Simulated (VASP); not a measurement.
Input for VASP

File KPOINTS:
```
Automatic mesh
0
Gamma
13 13 1
0 0 0
```

INCAR:
```
SYSTEM = ReSe2
PREC = Accurate
ENCUT = 400
EDIFF = 1E-7
NELM = 100
ALGO = Normal
LREAL = .FALSE.
LASPH = .TRUE.
ISMEAR = -5
GGA = PS
LMAXMIX = 6
LWAVE = .FALSE.
LCHARG = .TRUE.
LORBIT = 11
NEDOS = 601
ISIF = 2
LEFG = .TRUE.
```

POSCAR:
```
ReSe2
3.1183960
  1.0000000390   0.0000000000   0.0000000000
 -0.5000000195   0.8660254566   0.0000000000
  0.0000000000   0.0000000000   8.9831284020
Re Se
1 2
Cartesian
  0.0000000000   0.0000000000   4.4915642010
 -0.0000005000   0.5773505931   5.0637051466
  0.5000005195   0.2886748635   3.9194232554
```

POTCAR, in this order: Re Se (PBE.64 set). Program: vasp_std.

**Question.** Write an equivalent input for Quantum ESPRESSO's pw.x.

**Answer.** One equivalent input (not run):
```
&CONTROL
  calculation = 'scf'
  pseudo_dir = './pseudo'
  outdir = './out'
  tprnfor = .true.
  tstress = .true.
/
&SYSTEM
  ibrav = 0
  nat = 3
  ntyp = 2
  ecutwfc = 86
  occupations = 'tetrahedra'
  input_dft = 'pbesol'
/
&ELECTRONS
  conv_thr = 7.3e-09
  electron_maxstep = 100
/
ATOMIC_SPECIES
  Re 186.207 Re.upf
  Se 78.971 Se.upf
CELL_PARAMETERS angstrom
     3.1183961   -0.0000000   -0.0000000
    -1.5591981    2.7006103    0.0000000
     0.0000000    0.0000000   28.0129517
ATOMIC_POSITIONS crystal
  Re   0.0000000  0.0000000  0.5000000
  Se   0.3333330  0.6666670  0.5636906
  Se   0.6666670  0.3333330  0.4363094
K_POINTS automatic
  13 13 1 0 0 0
```
The two are equivalent in intent, not identical: the potentials are each code's own (VASP's PAW set, PseudoDojo norm-conserving files in pw.x), so ENCUT and ecutwfc are chosen apart and not converted; conv_thr bounds pw.x's estimated SCF error, while EDIFF bounds the energy change between steps; the field gradients of LEFG aren't asked of the other code.

The cell is a sheet with vacuum, built from a generated structure.
